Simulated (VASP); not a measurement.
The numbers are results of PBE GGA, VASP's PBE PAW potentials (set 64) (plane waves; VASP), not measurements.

The input files of a VASP run:

KPOINTS:
```
Regular mesh
0
gamma
 10 10 9
```

POSCAR:
```
TiB2
1
    1.5150000000    -2.6240570000     0.0000000000
    1.5150000000     2.6240570000     0.0000000000
    0.0000000000     0.0000000000     3.2300000000
Ti B
1 2
Direct
  0.0000000000   0.0000000000   0.0000000000
  0.3333330000   0.6666670000   0.5000000000
  0.6666670000   0.3333330000   0.5000000000
```

INCAR:
```
ALGO=Normal
EDIFF=1E-6
ENCUT=600
GGA=PE
ISIF=2
ISMEAR=1
LASPH=T
LCHARG=F
LMAXMIX=4
LREAL=F
LWAVE=F
NELM=100
PREC=Accurate
SIGMA=0.1
SYSTEM=TiB2
```

POTCAR, in this order: Ti_sv B (PBE.64 set). Program: vasp_std.

Output

File OSZICAR:
```
       N       E                     dE             d eps       ncg     rms          rms(c)
DAV:   1     0.139907096824E+03    0.13991E+03   -0.10390E+04  1820   0.177E+03
DAV:   2    -0.189767445782E+02   -0.15888E+03   -0.15468E+03  1890   0.421E+02
DAV:   3    -0.292357690712E+02   -0.10259E+02   -0.10112E+02  2609   0.995E+01
DAV:   4    -0.295868976843E+02   -0.35113E+00   -0.34834E+00  2412   0.169E+01
DAV:   5    -0.295961459710E+02   -0.92483E-02   -0.92478E-02  2629   0.238E+00    0.167E+01
DAV:   6    -0.243940774997E+02    0.52021E+01   -0.26632E+01  2410   0.597E+01    0.385E+00
DAV:   7    -0.244260454027E+02   -0.31968E-01   -0.17353E+00  2026   0.157E+01    0.331E+00
DAV:   8    -0.244352508922E+02   -0.92055E-02   -0.16862E-01  2610   0.382E+00    0.764E-01
DAV:   9    -0.244282890701E+02    0.69618E-02   -0.72899E-02  2420   0.363E+00    0.294E-01
DAV:  10    -0.244274496607E+02    0.83941E-03   -0.52847E-03  2280   0.102E+00    0.647E-02
DAV:  11    -0.244274577209E+02   -0.80602E-05   -0.35786E-04  2561   0.249E-01    0.494E-02
DAV:  12    -0.244274416268E+02    0.16094E-04   -0.10438E-04  2371   0.141E-01    0.969E-03
DAV:  13    -0.244274414519E+02    0.17482E-06   -0.80644E-06  2170   0.359E-02
   1 F= -.24427441E+02 E0= -.24427169E+02  d E =-.816474E-03
```

File OUTCAR:
```
------------------------ aborting loop because EDIFF is reached ----------------------------------------
  FORCE on cell =-STRESS in cart. coord.  units (eV):
  Direction    XX          YY          ZZ          XY          YZ          ZX
  --------------------------------------------------------------------------------------
  Total        0.0586133      0.0586133     -0.0321660      0.0000000     -0.0000000      0.0000000
  in kB        3.6566945      3.6566946     -2.0067302      0.0000000     -0.0000000      0.0000000
  external PRESSURE =       1.7688863 kB  Pullay stress =       0.0000000 kB
  volume of cell :       25.68
      direct lattice vectors                 reciprocal lattice vectors
     1.515000000 -2.624057000  0.000000000     0.330033003 -0.190544641  0.000000000
     1.515000000  2.624057000  0.000000000     0.330033003  0.190544641  0.000000000
     0.000000000  0.000000000  3.230000000     0.000000000  0.000000000  0.309597523
 POSITION                                       TOTAL-FORCE (eV/Angst)
 -----------------------------------------------------------------------------------
      0.00000      0.00000      0.00000        -0.000000      0.000000     -0.000000
      1.51500      0.87469      1.61500        -0.000000      0.000000     -0.000000
      1.51500     -0.87469      1.61500         0.000000     -0.000000      0.000000
 -----------------------------------------------------------------------------------
    total drift:                                0.000000     -0.000000      0.000000
  FREE ENERGIE OF THE ION-ELECTRON SYSTEM (eV)
  ---------------------------------------------------
  free  energy   TOTEN  =       -24.4274414519 eV

  energy  without entropy=      -24.4266249782  energy(sigma->0) =      -24.42716929
```
(Selected blocks of OUTCAR.)

The compound is TiB2 in the AlB2 type structure. The cell was not relaxed at this level. The run is one of a series of settings (ENCUT = 600 against the base run), some of them coarse on purpose.
